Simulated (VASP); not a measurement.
An input for Quantum ESPRESSO's pw.x (written as the equivalent of a VASP run, and not itself run):

```
&CONTROL
  calculation = 'vc-relax'
  pseudo_dir = './pseudo'
  outdir = './out'
  tprnfor = .true.
  tstress = .true.
  nstep = 50
  forc_conv_thr = 0.00039
/
&SYSTEM
  ibrav = 0
  nat = 6
  ntyp = 2
  ecutwfc = 76
  occupations = 'smearing'
  smearing = 'gaussian'
  degauss = 0.00735
  input_dft = 'pbe'
/
&ELECTRONS
  conv_thr = 7.3e-08
  electron_maxstep = 100
/
&IONS
/
&CELL
/
ATOMIC_SPECIES
  Y 88.906 Y.upf
  Au 196.967 Au.upf
CELL_PARAMETERS angstrom
     0.0000000    4.7824200    4.7824200
     4.7824200    0.0000000    4.7824200
     4.7824200    4.7824200    0.0000000
ATOMIC_POSITIONS crystal
  Y    0.1250000  0.1250000  0.1250000
  Y    0.6250000  0.1250000  0.1250000
  Y    0.1250000  0.6250000  0.1250000
  Y    0.1250000  0.1250000  0.6250000
  Au   0.7500000  0.7500000  0.7500000
  Au   0.5000000  0.5000000  0.5000000
K_POINTS automatic
  3 3 3 0 0 0
```

Translate this input to VASP (INCAR, KPOINTS, POSCAR, choice of POTCAR).

Several could match; the one computed here: 
File KPOINTS:
```
K-points
0
G
 3 3 3
```

**INCAR**
```
# general
SYSTEM =Y2Au
PREC   =Accurate
ENCUT  =300
LREAL  =F
LASPH  =T

# electronic loop
EDIFF  =1E-6
NELM   =100
ALGO   =Normal
LMAXMIX=6

# smearing
ISMEAR =0
SIGMA  =0.1

# functional
GGA    =PE

# ions
IBRION =2
NSW    =50
ISIF   =3
EDIFFG =-0.01

# output
LWAVE  =F
LCHARG =F
```

POSCAR:
```
Y2Au
1.0
  0.0000000000   4.7824200000   4.7824200000
  4.7824200000   0.0000000000   4.7824200000
  4.7824200000   4.7824200000   0.0000000000
Y Au
4 2
Cart
  1.1956050000   1.1956050000   1.1956050000
  1.1956050000   3.5868150000   3.5868150000
  3.5868150000   1.1956050000   3.5868150000
  3.5868150000   3.5868150000   1.1956050000
  7.1736300000   7.1736300000   7.1736300000
  4.7824200000   4.7824200000   4.7824200000
```

POTCAR, in this order: Y_sv Au (PBE.64 set). Program: vasp_std.

What does not carry over: the potentials are each code's own (VASP's PAW set, PseudoDojo norm-conserving files in pw.x), so ENCUT and ecutwfc are chosen apart and not converted; conv_thr bounds pw.x's estimated SCF error, while EDIFF bounds the energy change between steps; forc_conv_thr acts on force components and is met together with etot_conv_thr.

The structure was generated: Y2Au was put into an ordered model structure, which need not be its known phase. This run relaxes it. Symmetry was kept, so distortions that lower it aren't found. The k-mesh is coarse (spacing up to 0.42 per Å, 2π included), so the numbers may not be converged in it. The run is one of a series of settings (EDIFFG = -0.01, IBRION = 2, ISIF = 3, NSW = 50 against the base run), some of them coarse on purpose.
